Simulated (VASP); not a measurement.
Method: RPBE GGA, VASP's PBE PAW potentials (set 64) (plane waves; VASP).

Input for VASP

File POSCAR:
```
PbO2
1
    5.2527886941     0.0000000000     0.0000000000
    0.0000000000     5.2527886941     0.0000000000
    0.0000000000     0.0000000000     3.5283789334
Pb O
2 4
Direct
  1.0000000000   1.0000000000   1.0000000000
  0.5000000000   0.5000000000   0.5000000000
  0.3085460202   0.3085460202   0.0000000000
  0.8085460202   0.1914539798   0.5000000000
  0.1914539798   0.8085460202   0.5000000000
  0.6914539798   0.6914539798   1.0000000000
```

**KPOINTS**
```
Automatic mesh
0
G
 5 5 7
```

### INCAR
```
SYSTEM=PbO2
PREC=Accurate; ENCUT=520; LREAL=F
LASPH=T
EDIFF=1E-7; NELM=100; ALGO=Normal
LMAXMIX=4
ISMEAR=0; SIGMA=0.05
GGA=RP
IBRION=2; NSW=30; ISIF=4
EDIFFG=-0.01
LWAVE=F; LCHARG=F
```

POTCAR, in this order: Pb_d O (PBE.64 set). Program: vasp_std.

The run wrote:

File OSZICAR:
```
       N       E                     dE             d eps       ncg     rms          rms(c)
DAV:   1     0.675598016180E+03    0.67560E+03   -0.26222E+04  1488   0.196E+03
DAV:   2     0.602683180938E+02   -0.61533E+03   -0.59406E+03  1635   0.531E+02
DAV:   3    -0.311883119481E+02   -0.91457E+02   -0.88817E+02  1954   0.223E+02
DAV:   4    -0.348042039930E+02   -0.36159E+01   -0.36008E+01  1770   0.501E+01
DAV:   5    -0.349520488352E+02   -0.14784E+00   -0.14782E+00  2012   0.962E+00    0.137E+01
DAV:   6    -0.295669809170E+02    0.53851E+01   -0.27229E+01  2275   0.515E+01    0.510E+00
DAV:   7    -0.295408857925E+02    0.26095E-01   -0.18321E+00  1903   0.119E+01    0.283E+00
DAV:   8    -0.295699062506E+02   -0.29020E-01   -0.49649E-01  2162   0.609E+00    0.114E+00
DAV:   9    -0.295444979669E+02    0.25408E-01   -0.97840E-02  2425   0.359E+00    0.165E-01
DAV:  10    -0.295482800462E+02   -0.37821E-02   -0.16918E-02  1657   0.756E-01    0.183E-01
DAV:  11    -0.295479847328E+02    0.29531E-03   -0.10876E-03  2337   0.377E-01    0.629E-02
DAV:  12    -0.295479774525E+02    0.72802E-05   -0.32355E-04  1781   0.118E-01    0.729E-03
DAV:  13    -0.295479837287E+02   -0.62762E-05   -0.12590E-05  1993   0.325E-02    0.464E-03
DAV:  14    -0.295479854658E+02   -0.17371E-05   -0.77307E-06  2131   0.320E-02    0.424E-03
DAV:  15    -0.295479852803E+02    0.18558E-06   -0.11341E-06  2379   0.107E-02    0.163E-03
DAV:  16    -0.295479857305E+02   -0.45022E-06   -0.16100E-07  1322   0.378E-03    0.146E-04
DAV:  17    -0.295479858458E+02   -0.11535E-06   -0.47042E-08  1136   0.161E-03    0.272E-04
DAV:  18    -0.295479857632E+02    0.82674E-07   -0.89313E-09  1059   0.104E-03
   1 F= -.29547986E+02 E0= -.29547248E+02  d E =-.295480E+02
       N       E                     dE             d eps       ncg     rms          rms(c)
DAV:   1    -0.295715114004E+02   -0.23526E-01   -0.23318E+00  1502   0.112E+01    0.774E-01
DAV:   2    -0.295655436928E+02    0.59677E-02   -0.92330E-02  1928   0.277E+00    0.458E-01
DAV:   3    -0.295582622261E+02    0.72815E-02   -0.96769E-03  2172   0.127E+00    0.795E-02
DAV:   4    -0.295583786623E+02   -0.11644E-03   -0.24703E-03  2103   0.367E-01    0.356E-02
DAV:   5    -0.295583801137E+02   -0.14514E-05   -0.11898E-04  1815   0.108E-01    0.888E-03
DAV:   6    -0.295583846982E+02   -0.45845E-05   -0.23427E-05  2068   0.380E-02    0.567E-03
DAV:   7    -0.295583862441E+02   -0.15459E-05   -0.30327E-06  1997   0.172E-02    0.188E-03
DAV:   8    -0.295583863545E+02   -0.11047E-06   -0.64028E-07  1993   0.830E-03    0.490E-04
DAV:   9    -0.295583864258E+02   -0.71243E-07   -0.85271E-08  1199   0.273E-03
   2 F= -.29558386E+02 E0= -.29557800E+02  d E =-.104007E-01
       N       E                     dE             d eps       ncg     rms          rms(c)
DAV:   1    -0.296044996091E+02   -0.46113E-01   -0.65911E+00  1488   0.188E+01    0.131E+00
DAV:   2    -0.295870868445E+02    0.17413E-01   -0.26087E-01  1913   0.463E+00    0.781E-01
DAV:   3    -0.295661272103E+02    0.20960E-01   -0.28117E-02  2111   0.209E+00    0.140E-01
DAV:   4    -0.295664358400E+02   -0.30863E-03   -0.71869E-03  2104   0.621E-01    0.574E-02
DAV:   5    -0.295664364316E+02   -0.59160E-06   -0.33305E-04  1908   0.190E-01    0.164E-02
DAV:   6    -0.295664507876E+02   -0.14356E-04   -0.65342E-05  2055   0.621E-02    0.946E-03
DAV:   7    -0.295664557656E+02   -0.49780E-05   -0.10599E-05  2014   0.349E-02    0.359E-03
DAV:   8    -0.295664560770E+02   -0.31133E-06   -0.23894E-06  2269   0.176E-02    0.902E-04
DAV:   9    -0.295664562947E+02   -0.21774E-06   -0.28743E-07  1330   0.470E-03    0.612E-04
DAV:  10    -0.295664563289E+02   -0.34212E-07   -0.42137E-08  1094   0.280E-03
   3 F= -.29566456E+02 E0= -.29565975E+02  d E =-.184706E-01
       N       E                     dE             d eps       ncg     rms          rms(c)
DAV:   1    -0.295671431807E+02   -0.68689E-03   -0.10242E-01  1488   0.234E+00    0.165E-01
DAV:   2    -0.295668605317E+02    0.28265E-03   -0.40417E-03  1928   0.585E-01    0.979E-02
DAV:   3    -0.295665333501E+02    0.32718E-03   -0.42122E-04  2126   0.267E-01    0.183E-02
DAV:   4    -0.295665368910E+02   -0.35409E-05   -0.11397E-04  2136   0.779E-02    0.736E-03
DAV:   5    -0.295665366454E+02    0.24557E-06   -0.76523E-06  1830   0.298E-02    0.200E-03
DAV:   6    -0.295665367607E+02   -0.11528E-06   -0.14231E-06  2214   0.134E-02    0.116E-03
DAV:   7    -0.295665367934E+02   -0.32683E-07   -0.10023E-07  1066   0.293E-03
   4 F= -.29566537E+02 E0= -.29566068E+02  d E =-.185510E-01
```

### OUTCAR
```
------------------------ aborting loop because EDIFF is reached ----------------------------------------
  FORCE on cell =-STRESS in cart. coord.  units (eV):
  Direction    XX          YY          ZZ          XY          YZ          ZX
  --------------------------------------------------------------------------------------
  Total       -2.5960723     -2.5960723     -2.6013362      0.0000000      0.0000000      0.0000000
  in kB      -42.7240367    -42.7240367    -42.8106664      0.0000000      0.0000000      0.0000000
  external PRESSURE =     -42.7529133 kB  Pullay stress =       0.0000000 kB
  volume of cell :       97.35
      direct lattice vectors                 reciprocal lattice vectors
     5.306073214 -0.000000000  0.000000000     0.188463287  0.000000000  0.000000000
    -0.000000000  5.306073214  0.000000000     0.000000000  0.188463287  0.000000000
     0.000000000  0.000000000  3.457869551     0.000000000  0.000000000  0.289195409
 POSITION                                       TOTAL-FORCE (eV/Angst)
 -----------------------------------------------------------------------------------
      5.30607     -0.00000      3.45787         0.000000      0.000000      0.000000
      2.65304      2.65304      1.72893         0.000000      0.000000      0.000000
      1.64984      1.64984      3.45787        -0.003692     -0.003692      0.000000
      4.30288      1.00319      1.72893        -0.003692      0.003692     -0.000000
      1.00319      4.30288      1.72893         0.003692     -0.003692      0.000000
      3.65623      3.65623      0.00000         0.003692      0.003692     -0.000000
 -----------------------------------------------------------------------------------
    total drift:                                0.000000     -0.000000     -0.000000
  FREE ENERGIE OF THE ION-ELECTRON SYSTEM (eV)
  ---------------------------------------------------
  free  energy   TOTEN  =       -29.5665367934 eV

  energy  without entropy=      -29.5655990243  energy(sigma->0) =      -29.56606791

 reached required accuracy - stopping structural energy minimisation
```
(Selected blocks of OUTCAR.)

CONTCAR:
```
PbO2
   1.00000000000000
     5.3060732138546864   -0.0000000000000000    0.0000000000000000
    -0.0000000000000000    5.3060732138546864    0.0000000000000000
     0.0000000000000000    0.0000000000000000    3.4578695510881472
  Pb              O
     2     4
Direct
     1.0000000000000000    0.0000000000000000    1.0000000000000000
     0.5000000000000000    0.5000000000000000    0.5000000000000000
     0.3109348707135257    0.3109348707135257    1.0000000000000000
     0.8109348707135258    0.1890651292864743    0.5000000000000000
     0.1890651292864743    0.8109348707135258    0.5000000000000000
     0.6890651292864742    0.6890651292864742    0.0000000000000000
```

The compound is PbO2 in the rutile structure. This cell is one point of a volume scan, at 1.06 of the reference volume. Symmetry was kept, so distortions that lower it aren't found.
